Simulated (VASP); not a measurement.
The cell holds one Rh (fcc) (111) slab, with vacuum along c, ions free to move until forces fall under 0.03 eV/Å, no reconstruction beyond this cell, dipole correction on.

Input:

```xyz
5
Lattice="2.6727 0.0000 0.0000 -1.3364 2.3146 0.0000 0.0000 0.0000 25.8316" Properties=species:S:1:pos:R:3 pbc="T T T"
Rh     1.3364     0.7715     8.5941
Rh     0.0000     1.5431    10.7360
Rh     0.0000     0.0000    12.9158
Rh     1.3364     0.7715    15.0956
Rh     0.0000     1.5431    17.2375
```

Calculation: PBEsol GGA, VASP's PBE PAW potentials (set 64) (plane waves; VASP). Numerical set-up: 400 eV cut-off, 12×12×1 Γ-centred mesh, first-order Methfessel-Paxton smearing of 0.10 eV, potentials Rh_pv.

Slab and bulk use different k-meshes, so the surface energy is good to a few per cent at best.

```
Item                                                        Result
------------------------  ----------------------------------------
surface energy                                          2.40 J/m^2
work function                                              5.31 eV
band gap (on the k-mesh)  none (metal, semimetal or under 0.01 eV)
```

Measured: work function 5.46 eV (computed value off by -0.15 eV), as given by Abhirup Patra et al., Proceedings of the National Academy of Sciences (2017), arXiv:1702.08515.

The cell is a thin slab with vacuum, built from Rh (fcc): (111) face.
